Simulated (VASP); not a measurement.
An input for Ansatz (written as the equivalent of a VASP run, and not itself run):

Ansatz 0.2 input:
```yaml
crystal:
  lattice:
    - [5.1411780, 0.0000000, 0.0000000]
    - [0.0000000, 5.8410160, 0.0000000]
    - [0.0000000, 0.0000000, 2.8164020]
  atoms:
    - { symbol: Fe, position: [0.0047890, -0.0047950, 0.0028550] }
    - { symbol: Fe, position: [0.4840050, 0.4997400, 0.4972430] }
    - { symbol: As, position: [0.1862570, 0.3628210, -0.0164440] }
    - { symbol: As, position: [0.8268400, 0.6398760, 0.0041050] }
    - { symbol: As, position: [0.6744140, 0.1462990, 0.4933260] }
    - { symbol: As, position: [0.3236950, 0.8560580, 0.5189160] }
kpoints:
  mp_grid: { grid: [3, 3, 5] }
hamiltonian:
  xc: lda
  pseudopotentials: { kind: paw }
scf:
  occupations: { method: fermi_dirac, width: 0.01 }
  max_iter: 100
output: { forces: true, stress: true, eigenvalues: true }
```

Q: Write the VASP files for the same calculation (LDA).

A: Several could match; the one computed here: 
### INCAR
```
ALGO=Normal
EDIFF=1E-6
ENCUT=300
ISIF=2
ISMEAR=-1
LASPH=T
LCHARG=F
LMAXMIX=4
LREAL=F
LWAVE=F
NELM=100
PREC=Accurate
SIGMA=0.01
SYSTEM=FeAs2
```

File KPOINTS:
```
Automatic mesh
0
Gamma
3 3 5
0 0 0
```

### POSCAR
```
FeAs2
1
    5.1411780000     0.0000000000     0.0000000000
    0.0000000000     5.8410160000     0.0000000000
    0.0000000000     0.0000000000     2.8164020000
Fe As
2 4
Direct
  0.0047890000  -0.0047950000   0.0028550000
  0.4840050000   0.4997400000   0.4972430000
  0.1862570000   0.3628210000  -0.0164440000
  0.8268400000   0.6398760000   0.0041050000
  0.6744140000   0.1462990000   0.4933260000
  0.3236950000   0.8560580000   0.5189160000
```

POTCAR, in this order: Fe As (LDA.64 set). Program: vasp_std.

Limits of the translation: each code has its own PAW files, so the cut-off isn't converted (ENCUT is set for VASP's; basis.ecutwfc is left out, and Ansatz then takes the one that its files recommend); Ansatz stops its SCF on the density residual and VASP on the energy change (EDIFF); Ansatz's lda is the Perdew-Wang form, while the LDA potentials of VASP carry Perdew-Zunger's.

The structure comes from a computed database's FeAs2 entry; how it stands against other phases isn't given here. The cell was not relaxed at this level, atoms are displaced from their ideal sites, and its volume differs by -5.9 % from the start's. The k-mesh is coarse (spacing up to 0.45 per Å, 2π included), so the numbers may not be converged in it.
